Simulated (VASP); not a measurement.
Input of a VASP 6.6.1 run:

Contents of POSCAR:

```
ZnSe
1.0
    0.0000000000      2.8338000000      2.8338000000
    2.8338000000      0.0000000000      2.8338000000
    2.8338000000      2.8338000000      0.0000000000
Zn Se
1 1
Direct
    0.0000000000      0.0000000000      0.0000000000
    0.2500000000      0.2500000000      0.2500000000
```

Contents of INCAR.step1:

```
SYSTEM = ZnSe
  PREC = Accurate
  ENCUT = 520
  EDIFF = 1E-7
  ISMEAR = 0
  SIGMA = 0.02
  LREAL = .FALSE.
  LASPH = .TRUE.
  NELM = 80
  ALGO = Normal
  ISIF = 2
  LWAVE = .FALSE.
  LCHARG = .TRUE.
  GGA = PE
  NBANDS = 16
```

File KPOINTS.step1:

```
Automatic mesh
0
G
  10 10 10
  0 0 0
```

File INCAR.step2:

```
SYSTEM = ZnSe
  PREC = Accurate
  ENCUT = 520
  EDIFF = 1E-7
  ISMEAR = 0
  SIGMA = 0.05
  LREAL = .FALSE.
  LASPH = .TRUE.
  NELM = 80
  ALGO = Normal
  ISIF = 2
  LWAVE = .FALSE.
  LCHARG = .FALSE.
  GGA = PE
  NBANDS = 16
  ICHARG = 11
```

Contents of KPOINTS.step2:

```
path GXWKGLUWLK,UX
20
line-mode
reciprocal
 0.0000000000  0.0000000000  0.0000000000  G
 0.5000000000  0.0000000000  0.5000000000  X

 0.5000000000  0.0000000000  0.5000000000  X
 0.5000000000  0.2500000000  0.7500000000  W

 0.5000000000  0.2500000000  0.7500000000  W
 0.3750000000  0.3750000000  0.7500000000  K

 0.3750000000  0.3750000000  0.7500000000  K
 0.0000000000  0.0000000000  0.0000000000  G

 0.0000000000  0.0000000000  0.0000000000  G
 0.5000000000  0.5000000000  0.5000000000  L

 0.5000000000  0.5000000000  0.5000000000  L
 0.6250000000  0.2500000000  0.6250000000  U

 0.6250000000  0.2500000000  0.6250000000  U
 0.5000000000  0.2500000000  0.7500000000  W

 0.5000000000  0.2500000000  0.7500000000  W
 0.5000000000  0.5000000000  0.5000000000  L

 0.5000000000  0.5000000000  0.5000000000  L
 0.3750000000  0.3750000000  0.7500000000  K

 0.6250000000  0.2500000000  0.6250000000  U
 0.5000000000  0.0000000000  0.5000000000  X
```

Potentials or basis: VASP PAW PBE potentials, release 64 (Zn, Se).

The run is started by

```sh
$ cat potpaw_PBE.64/Zn/POTCAR potpaw_PBE.64/Se/POTCAR > POTCAR
$ cp INCAR.step1 INCAR
$ cp KPOINTS.step1 KPOINTS
$ mpirun -np 1 vasp_std > vasp.out
$ cp INCAR.step2 INCAR
$ cp KPOINTS.step2 KPOINTS
$ mpirun -np 1 vasp_std > vasp.out
```

Q: What does it give for the band gap along the path?

A: 1.29 eV, direct.

Q: Predict the band gap on the k mesh.

A: 1.29 eV, direct.

Levels at the corners of the path, in eV from the valence-band top:
```
point  band 7  band 8  band 9  band 10  band 11  band 12
    Γ    0.00    0.00    0.00     1.29     5.80     5.80
    X   -4.75   -2.19   -2.19     2.98     3.46    10.74
    X   -4.75   -2.19   -2.19     2.98     3.46    10.74
    W   -4.68   -2.76   -2.66     5.48     5.55     6.97
    W   -4.68   -2.76   -2.66     5.48     5.55     6.97
    K   -4.72   -3.09   -1.79     3.58     5.60     9.05
    K   -4.72   -3.09   -1.79     3.58     5.60     9.05
    Γ    0.00    0.00    0.00     1.29     5.80     5.80
    Γ    0.00    0.00    0.00     1.29     5.80     5.80
    L   -5.23   -0.87   -0.87     2.54     6.38     6.38
    L   -5.23   -0.87   -0.87     2.54     6.38     6.38
    U   -4.72   -3.09   -1.79     3.58     5.60     9.05
    U   -4.72   -3.09   -1.79     3.58     5.60     9.05
    W   -4.68   -2.76   -2.66     5.48     5.55     6.97
    W   -4.68   -2.76   -2.66     5.48     5.55     6.97
    L   -5.23   -0.87   -0.87     2.54     6.38     6.38
    L   -5.23   -0.87   -0.87     2.54     6.38     6.38
    K   -4.72   -3.09   -1.79     3.58     5.60     9.05
    U   -4.72   -3.09   -1.79     3.58     5.60     9.05
    X   -4.75   -2.19   -2.19     2.98     3.46    10.74
```

Caveat: the log is that of the step along the path at fixed density, whose energy, stress, charges and moments have no meaning.

**Measured values to compare with.**

From “Alloy Disordering Effects on the Thermal Conductivity and Energy Gap Temperature Dependence of Cd1−xZnxSe Ternary Crystals Grown by the Bridgman Method”, 2023, pmc:10253836, for a bulk crystal of ZnSe at 300 K: band gap 2.695 ± 0.003 eV (an exciton energy, a little under the gap).

A measured gap of ZnSe is 2.695 eV (an exciton energy, a little under the gap; 300 K; “Alloy Disordering Effects on the Thermal Conductivity and Energy Gap Temperature Dependence of Cd1−xZnxSe Ternary Crystals Grown by the Bridgman Method”, 2023, pmc:10253836); the calculated 1.29 eV misses it by -1.40 eV. So large a miss can be the level of theory's own, or it may mean another phase, state or a wrong row. Spin-orbit coupling on Se is left out. The value is that of PBE, without temperature or zero-point motion. Semilocal functionals fall short of measured gaps as a rule.
